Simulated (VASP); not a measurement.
All values below come from revPBE GGA, VASP's PBE PAW potentials (set 64) (plane waves; VASP).

A VASP calculation is set up with these files.

### POSCAR
```
CuI
1
    0.0000000000     2.9629880000     2.9629880000
    2.9629880000     0.0000000000     2.9629880000
    2.9629880000     2.9629880000     0.0000000000
Cu I
1 1
Direct
  0.0000000000   0.0000000000   0.0000000000
  0.2500000000   0.2500000000   0.2500000000
```

**KPOINTS**
```
kpoints
0
gamma
 9 9 9
```

**INCAR**
```
# general
SYSTEM    =  CuI
PREC      =  Accurate
ENCUT     =  300
LREAL     =  .False.
LASPH     =  .True.

# electronic loop
EDIFF     =  1E-8
NELM      =  100
ALGO      =  Normal
LMAXMIX   =  4

# smearing
ISMEAR    =  0
SIGMA     =  0.01

# functional
GGA       =  RE

# ions
ISIF      =  2

# output
LWAVE     =  .False.
LCHARG    =  .False.

# other
LEPSILON  =  .True.
```

POTCAR, in this order: Cu I (PBE.64 set). Program: vasp_std.

The resulting files:

File OUTCAR:
```


 HEAD OF MICROSCOPIC STATIC DIELECTRIC TENSOR (INDEPENDENT PARTICLE, excluding Hartree and local field effects)
 ------------------------------------------------------
           6.731153     0.000000     0.000000
           0.000000     6.731153    -0.000000
           0.000000     0.000000     6.731153
 ------------------------------------------------------

 MACROSCOPIC STATIC DIELECTRIC TENSOR (including local field effects in DFT)
 ------------------------------------------------------
           6.415357    -0.000000    -0.000000
           0.000000     6.415357    -0.000000
           0.000000     0.000000     6.415357
 ------------------------------------------------------

 PIEZOELECTRIC TENSOR (including local field effects)  for field in x, y, z        (e  Angst)
          XX          YY          ZZ          XY          YZ          ZX
  --------------------------------------------------------------------------------
  x     0.00000     0.00000    -0.00000     0.00000    -0.99759    -0.00000
  y    -0.00000    -0.00000     0.00000     0.00000    -0.00000    -0.99759
  z     0.00000     0.00000     0.00000    -0.99759     0.00000     0.00000

 PIEZOELECTRIC TENSOR (including local field effects)  for field in x, y, z        (C/m^2)
          XX          YY          ZZ          XY          YZ          ZX
  --------------------------------------------------------------------------------
  x     0.00000     0.00000    -0.00000     0.00000    -0.30721    -0.00000
  y    -0.00000    -0.00000     0.00000     0.00000    -0.00000    -0.30721
  z     0.00000     0.00000     0.00000    -0.30721     0.00000     0.00000

 BORN EFFECTIVE CHARGES (including local field effects) (in |e|, cummulative output)
 ---------------------------------------------------------------------------------
 ion    1
    1     0.99865     0.00000     0.00000
    2     0.00000     0.99865     0.00000
    3     0.00000     0.00000     0.99865
 ion    2
    1    -0.99865     0.00000     0.00000
    2     0.00000    -0.99865     0.00000
    3     0.00000     0.00000    -0.99865
```
(Selected blocks of OUTCAR.)

The dielectric response may not be converged in the k-mesh; for small gaps it tends to come out too large.

The structure is a typed CuI crystal. The cell was not relaxed at this level. The run is one of a series of settings (EDIFF = 1E-8, ISMEAR = 0, LEPSILON = .TRUE., KPOINTS 9×9×9 Γ-centred mesh against the base run), some of them coarse on purpose.
